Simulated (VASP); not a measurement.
An input for Quantum ESPRESSO's pw.x (written as the equivalent of a VASP run, and not itself run):

```
&CONTROL
  calculation = 'scf'
  pseudo_dir = './pseudo'
  outdir = './out'
  tprnfor = .true.
  tstress = .true.
/
&SYSTEM
  ibrav = 0
  nat = 4
  ntyp = 2
  ecutwfc = 98
  occupations = 'smearing'
  smearing = 'methfessel-paxton'
  degauss = 0.00735
  input_dft = 'pbesol'
/
&ELECTRONS
  conv_thr = 7.3e-09
  electron_maxstep = 100
/
ATOMIC_SPECIES
  Si 28.085 Si.upf
  Ni 58.693 Ni.upf
CELL_PARAMETERS angstrom
     3.4971759    0.0000000    0.0000000
     0.0000000    3.4971759    0.0000000
     0.0000000    0.0000000    3.4971759
ATOMIC_POSITIONS crystal
  Si   0.0000000  0.0000000  0.0000000
  Ni   0.0000000  0.5000000  0.5000000
  Ni   0.5000000  0.0000000  0.5000000
  Ni   0.5000000  0.5000000  0.0000000
K_POINTS automatic
  9 9 9 0 0 0
```

Question: Translate this input to VASP (INCAR, KPOINTS, POSCAR, choice of POTCAR).

Answer: Several could match; the one computed here: 
### POSCAR
```
Ni3Si
1
    3.4971758760     0.0000000000     0.0000000000
    0.0000000000     3.4971758760     0.0000000000
    0.0000000000     0.0000000000     3.4971758760
Si Ni
1 3
Direct
  0.0000000000   0.0000000000   0.0000000000
  0.0000000000   0.5000000000   0.5000000000
  0.5000000000   0.0000000000   0.5000000000
  0.5000000000   0.5000000000   0.0000000000
```

File KPOINTS:
```
Automatic mesh
0
Gamma
9 9 9
0 0 0
```

INCAR:
```
ALGO=Normal
EDIFF=1E-7
ENCUT=520
GGA=PS
ISIF=2
ISMEAR=1
LASPH=T
LCHARG=F
LMAXMIX=4
LREAL=F
LWAVE=F
NELM=100
PREC=Accurate
SIGMA=0.1
SYSTEM=Ni3Si
```

POTCAR, in this order: Si Ni (PBE.64 set). Program: vasp_std.

What does not carry over: the potentials are each code's own (VASP's PAW set, PseudoDojo norm-conserving files in pw.x), so ENCUT and ecutwfc are chosen apart and not converted; conv_thr bounds pw.x's estimated SCF error, while EDIFF bounds the energy change between steps.

The compound is Ni3Si in the L1_2 structure. This cell is one point of a volume scan, at 1.03 of the reference volume.
